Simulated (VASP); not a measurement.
A convergence study with VASP on Zr (hcp): one setting is varied, all else stays as given below, so the limit is that of these other settings. Each run relaxes cell and ions from the cell shown.

```
Zr
1.0
    1.61500    -2.79726     0.00000
    1.61500     2.79726     0.00000
    0.00000     0.00000     5.15000
Zr
2
Direct
  0.33333   0.66667   0.25000
  0.66667   0.33333   0.75000
```

Computed with LDA (Ceperley-Alder, Perdew-Zunger), VASP's LDA PAW potentials (set 64) (plane waves; VASP). The tightest run used: 550 eV cut-off, 18×18×10 Γ-centred mesh, first-order Methfessel-Paxton smearing of 0.10 eV, potentials Zr_sv.

```json
[
 {"setting": "2×2×1 mesh", "relaxed volume (Å³/atom)": "20.087", "E (eV/atom)": "-10.2463", "irreducible k-points": "2"},
 {"setting": "3×3×2 mesh", "relaxed volume (Å³/atom)": "20.327", "E (eV/atom)": "-9.3929", "irreducible k-points": "6"},
 {"setting": "4×4×2 mesh", "relaxed volume (Å³/atom)": "22.063", "E (eV/atom)": "-9.2458", "irreducible k-points": "8"},
 {"setting": "5×5×3 mesh", "relaxed volume (Å³/atom)": "21.946", "E (eV/atom)": "-9.2902", "irreducible k-points": "10"},
 {"setting": "6×6×3 mesh", "relaxed volume (Å³/atom)": "21.870", "E (eV/atom)": "-9.2577", "irreducible k-points": "14"},
 {"setting": "7×7×4 mesh", "relaxed volume (Å³/atom)": "21.843", "E (eV/atom)": "-9.2861", "irreducible k-points": "24"},
 {"setting": "8×8×4 mesh", "relaxed volume (Å³/atom)": "21.955", "E (eV/atom)": "-9.2911", "irreducible k-points": "30"}
]
```

Question: These are the cheaper rows. Estimate the results at 18×18×10 mesh, and how far the last row shown lies from them.

Answer: 
```csv
quantity,tightest run,last row shown is off by
relaxed volume (Å³/atom),21.800,0.156
E (eV/atom),-9.2919,0.0008
```

Left out are rungs that failed or repeat a setting and relaxations that didn't move; long series are thinned to 24 rows.

The compound is Zr in the hcp structure.
